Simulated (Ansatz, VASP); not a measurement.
**PW in two plane-wave programs**

One calculation is typed for both programs; each brings its own data sets. How far apart do they land? The cell is taken from a series of runs on this material, whose earlier steps may have relaxed, scaled, displaced or heated it; both programs get it as it stands.

Method: plane waves, with VASP 6.6.1 beside it; PBEsol, in Ansatz 0.2.0.

### 1. The starting structure

Symmetry: Pnma, No. 62, orthorhombic system. Conventional cell: a = 5.688 Å, b = 3.227 Å, c = 6.223 Å, α = 90.00°, β = 90.00°, γ = 90.00°. Nearest to P lie 6 W at 2.46 to 2.53 Å and 2 P at 2.74 Å. Nearest to W lie 6 P at 2.46 to 2.53 Å. Farther neighbours are not listed.

### 2. Ansatz: zone-centre phonons, PBEsol

Ansatz runs on its PAW soft_1 files.

Second derivatives magnify differences that forces hide, and they need a tight electronic threshold.

Contents of input.yaml:

```yaml
crystal:
  lattice:
    - [5.6878416164, 0.0, 0.0]
    - [0.0, 3.2266435202, 0.0]
    - [0.0, 0.0, 6.2228042216]
  atoms:
    - { symbol: P, position: [0.818297603, 0.75, 0.5649239723] }
    - { symbol: P, position: [0.181702397, 0.25, 0.4350760277] }
    - { symbol: P, position: [0.681702397, 0.25, 0.0649239723] }
    - { symbol: P, position: [0.318297603, 0.75, 0.9350760277] }
    - { symbol: W, position: [-0.0132852968, 0.75, 0.1880296913] }
    - { symbol: W, position: [0.0132852968, 0.25, 0.8119703087] }
    - { symbol: W, position: [0.5132852968, 0.25, 0.6880296913] }
    - { symbol: W, position: [0.4867147032, 0.75, 0.3119703087] }
kpoints:
  mp_grid: { grid: [6, 9, 4] }
hamiltonian:
  xc: pbesol
  pseudopotentials: { kind: paw, azcp: { folder: soft_1 }, xc_functional: pbe }
scf:
  occupations: { method: methfessel_paxton, width: 0.2 }
output:
  eigenvalues: true
phonons:
  method: dfpt
  qmesh: [2, 3, 2]
  temperatures: { t_max: 1000, t_step: 50 }
  qpath:
    path:
      - [[0.0, 0.0, 0.0], [0.5, 0.0, 0.0], [0.5, 0.5, 0.0], [0.0, 0.5, 0.0], [0.0, 0.0, 0.0], [0.0, 0.0, 0.5], [0.5, 0.0, 0.5], [0.5, 0.5, 0.5], [0.0, 0.5, 0.5], [0.0, 0.0, 0.5]]
      - [[0.5, 0.0, 0.0], [0.5, 0.0, 0.5]]
    npoints: 6
  electrical_resistivity:
    mesh: [8, 12, 8]
    temperatures: [20.0, 50.0, 80.0, 100.0, 150.0, 200.0, 273.0, 300.0, 400.0, 500.0, 600.0, 800.0]
  superconductivity: { mesh: [8, 12, 8] }
```

The run is started by

```
ansatz run input.yaml --threads 16 --pin off --max-ram 92160MiB --backend cuda --events-out ev --progress --plain --runs-dir out --max-vram 78GiB
```

Numbers of over 12 decimals in the logs are rounded to 6 here.

The log of the run:

```text
Warning: phonons: the dynamical matrix that this run interpolates holds no multipole term above the dipole-dipole one, and a site of this crystal is no centre of inversion, so its interpolated transverse optical and acoustic branches and sound speeds can stay off near Gamma, and the density of states and the thermodynamics with them. What a run solves at a wave vector of phonons.qpoints, Gamma apart, where the deck admits one, is free of this, and under fd what a larger phonons.supercell samples
Engine: ansatz 0.2.0, aarch64-unknown-linux-gnu
Pseudopotentials: kind: paw
Pseudopotential: P, paw, valence charge 5, recommended cutoff 420 eV (normal), soft_1/P.paw.azcp
Pseudopotential: W, paw, valence charge 14, recommended cutoff 420 eV (normal), soft_1/W.paw.azcp
Functional definition: PBEsol
  exchange = pbesol_x
  correlation = pbesol_c
[...]
Crystal: 8 atoms, lattice volume = 114.205 Å³
Basis set: ecut = 420 eV, 2241 PW (Γ), exchange–correlation on 80×48×96 points (8 copies of the dense FFT grid, shifted against one another)
Bands: 46, of which v1, the nominal top of the filled ones, is band 38 counted from 1 (37 counted from 0)
Symmetry: 8 space group operations
k-points: 60 of 216
Non-local potential: P, projectors of the file, l = 0: 2, l = 1: 2, l = 2: 1
Non-local potential: W, projectors of the file, l = 0: 3, l = 1: 2, l = 2: 2, l = 3: 1
PAW form: soft (Blöchl's): semilocal exchange-correlation on the pseudo side does not see the compensation charge
PAW frozen core: P, regenerated for the run's functional, and the local potential with it (the file was generated under x = pbe(κ = 0.804, μ = 0.219515), c = pbe(β = 0.066725))
PAW frozen core: W, regenerated for the run's functional, and the local potential with it (the file was generated under x = pbe(κ = 0.804, μ = 0.219515), c = pbe(β = 0.066725))
PAW one-centre angular grid: P, 110 points (default); XC on 64 Gauss nodes
PAW one-centre angular grid: W, 590 points (default); XC on 64 Gauss nodes
Initial density: superposition of atomic densities (chi_scale 0.1, normalization cell, long waves kept (reshape's long-wave potential 0.00 eV rms))
Initial wavefunctions: pseudopotential atomic-orbital guess
[...]
Functional: x = pbesol(κ = 0.804, μ = 0.123457), c = pbesol(β = 0.046)
SCF iter   1: F=—  HF=-43995.199713 eV  |F-HF|=—  |Δ(HF+E_count)|=         —  Δρ=5.06e-2  dr2=2.70e0  ethr=3.10e-3  ⟨swp⟩=5.9  Hψ=11355  notcnv=0
preconditioner: auto → Kerker (q_TF=auto, 2.549 Å⁻¹)  [metal: Δε(μ)=0.063 eV  Ē_g=7.493 eV  σ=0.200 eV  W_gap=0.26  n_scr=38 (ndim 8)  ℏωp=23.0 eV  f_vac=0.000  D(μ)=2.72/eV (n_scr^D=12)]
SCF iter   2: F=—  HF=-43994.547974 eV  |F-HF|=—  |Δ(HF+E_count)|=   6.52e-1  S|Δr|=    0.00e0  Δρ=2.95e-2  dr2=8.54e-1  ethr=3.10e-3  ⟨swp⟩=2.0  Hψ=3631  notcnv=0
[...]
SCF iter   9: F=-43994.249922 eV  HF=-43994.249922 eV  |F-HF|=1.46e-11  |Δ(HF+E_count)|=  1.09e-10  S|Δr|=    0.00e0  Δρ=8.75e-8  dr2=9.38e-12  ethr=1.00e-12  ⟨swp⟩=4.9  Hψ=14420  notcnv=0
SCF 1 converged in 9 iterations: F = -43994.249922 eV  dr2 = 9.38e-12
  greatest PAW one-centre occupation: 0.999 electrons in one spin orbital (limit 2), on the W atom at site 7 (counted from 0), in its partial waves of l = 0
[...]
iter 1 solved again at ethr=3.50e-8 eV; its pass at ethr=3.10e-3 eV (dr2=2.66e-5 eV) is discarded
SCF iter   1: F=—  HF=-43994.249756 eV  |F-HF|=—  |Δ(HF+E_count)|=         —  Δρ=2.69e-7  dr2=5.22e-11  ethr=3.50e-8  ⟨swp⟩=4.3  Hψ=20084  notcnv=0
eigensolver tolerance schedule: the retry pair's looser diagonalisation over-reported the residual by 510719.37 of it (diagonalisation noise at an unbounded share of the residual, at the tolerance the schedule requests for it); recorded, not acted on — ethr = c·dr2/N_el stays at c = 1.0e-1
preconditioner: auto → Kerker (q_TF=auto, 2.549 Å⁻¹)  [metal: Δε(μ)=0.011 eV  Ē_g=7.267 eV  σ=0.200 eV  W_gap=0.05  n_scr=38 (ndim 8)  ℏωp=23.0 eV  f_vac=0.000  D(μ)=2.71/eV (n_scr^D=12)]
SCF iter   2: F=—  HF=-43994.249922 eV  |F-HF|=—  |Δ(HF+E_count)|=   1.65e-4  S|Δr|=    0.00e0  Δρ=1.16e-7  dr2=1.26e-11  ethr=1.00e-12  ⟨swp⟩=3.4  Hψ=6764  notcnv=0
[...]
SCF 2 converged in 3 iterations: F = -43994.249922 eV  dr2 = 6.83e-12
[...]
SCF 3 converged in 9 iterations: F = -43994.249922 eV  dr2 = 9.51e-12
[...]
SCF converged after 9 iterations
[...]
Hall coefficient in a weak field at 50 K (a third of the trace): -1.135e-10 m³/C (how far it moves between the two finest meshes is not known); by each state's relaxation time: -1.111e-10 m³/C; by a constant relaxation time: -1.441e-10 m³/C
  mean free path at 80 K (of a tensor a third of its trace): 39.7 nm by what each carries, 34.5 by the Fermi surface alone
  Hall coefficient in a weak field at 80 K (a third of the trace): -1.012e-10 m³/C (how far it moves between the two finest meshes is not known); by each state's relaxation time: -9.098e-11 m³/C; by a constant relaxation time: -1.447e-10 m³/C
  mean free path at 100 K (of a tensor a third of its trace): 24.9 nm by what each carries, 22.2 by the Fermi surface alone
  Hall coefficient in a weak field at 100 K (a third of the trace): -9.762e-11 m³/C (how far it moves between the two finest meshes is not known); by each state's relaxation time: -8.636e-11 m³/C; by a constant relaxation time: -1.449e-10 m³/C
  mean free path at 150 K (of a tensor a third of its trace): 12.5 nm by what each carries, 11.4 by the Fermi surface alone
  Hall coefficient in a weak field at 150 K (a third of the trace): -9.463e-11 m³/C (how far it moves between the two finest meshes is not known); by each state's relaxation time: -8.335e-11 m³/C; by a constant relaxation time: -1.454e-10 m³/C
  mean free path at 200 K (of a tensor a third of its trace): 8.27 nm by what each carries, 7.66 by the Fermi surface alone
  Hall coefficient in a weak field at 200 K (a third of the trace): -9.429e-11 m³/C (how far it moves between the two finest meshes is not known); by each state's relaxation time: -8.336e-11 m³/C; by a constant relaxation time: -1.459e-10 m³/C
  mean free path at 273 K (of a tensor a third of its trace): 5.58 nm by what each carries, 5.21 by the Fermi surface alone
  Hall coefficient in a weak field at 273 K (a third of the trace): -9.465e-11 m³/C (how far it moves between the two finest meshes is not known); by each state's relaxation time: -8.405e-11 m³/C; by a constant relaxation time: -1.466e-10 m³/C
  mean free path at 300 K (of a tensor a third of its trace): 4.99 nm by what each carries, 4.67 by the Fermi surface alone
  Hall coefficient in a weak field at 300 K (a third of the trace): -9.476e-11 m³/C (how far it moves between the two finest meshes is not known); by each state's relaxation time: -8.425e-11 m³/C; by a constant relaxation time: -1.468e-10 m³/C
  mean free path at 400 K (of a tensor a third of its trace): 3.61 nm by what each carries, 3.38 by the Fermi surface alone
  Hall coefficient in a weak field at 400 K (a third of the trace): -9.473e-11 m³/C (how far it moves between the two finest meshes is not known); by each state's relaxation time: -8.446e-11 m³/C; by a constant relaxation time: -1.469e-10 m³/C
  mean free path at 500 K (of a tensor a third of its trace): 2.84 nm by what each carries, 2.66 by the Fermi surface alone
  Hall coefficient in a weak field at 500 K (a third of the trace): -9.386e-11 m³/C (how far it moves between the two finest meshes is not known); by each state's relaxation time: -8.376e-11 m³/C; by a constant relaxation time: -1.459e-10 m³/C
  mean free path at 600 K (of a tensor a third of its trace): 2.34 nm by what each carries, 2.20 by the Fermi surface alone
  Hall coefficient in a weak field at 600 K (a third of the trace): -9.222e-11 m³/C (how far it moves between the two finest meshes is not known); by each state's relaxation time: -8.227e-11 m³/C; by a constant relaxation time: -1.438e-10 m³/C
  mean free path at 800 K (of a tensor a third of its trace): 1.73 nm by what each carries, 1.62 by the Fermi surface alone
  Hall coefficient in a weak field at 800 K (a third of the trace): -8.731e-11 m³/C (how far it moves between the two finest meshes is not known); by each state's relaxation time: -7.767e-11 m³/C; by a constant relaxation time: -1.365e-10 m³/C
  the resistivity times a path that all electrons share, by the Fermi surface of the deck's mesh alone (a third of the trace): 1.866e-15 Ω·m²
  not converged in the mesh (λ; λ_tr; the resistivity at 20 K by 32.80 %; the resistivity at 50 K by 42.07 %; the resistivity at 80 K by 44.23 %; the resistivity at 100 K by 44.64 %; the resistivity at 150 K by 44.37 %; the resistivity at 200 K by 43.20 %; the resistivity at 273 K by 40.95 %; the resistivity at 300 K by 40.10 %; the resistivity at 400 K by 37.31 %; the resistivity at 500 K by 35.13 %; the resistivity [...]
  vibrations of 12 cells: unjudged by the run; compare a larger repeat
  the changes of the potential over all sites missed a rigid shift's by 0.00 % (the site terms' by 0.03 %)
  at the force constants' own smearing the fine mesh and the k-points of their solves give squared frequencies that differ by 4.0 % of the larger at the most, at (0, 0, 0)
[the section on superconductivity is kept apart]
```

(Part 1 of 3 ends here.)

[Lines on the potential files, build, host, timing and source positions are cut from VASP's logs without a mark.]

[Logs are printed without paths, hosts, clocks, repeated set-up lines and the standing remarks that a program may print on its own settings, such as how far it seeks lower states.]

[Hosts, paths, dates, database ids (printed as entryN), source tags and the programs' standing remarks are cut or masked in the printed files.]
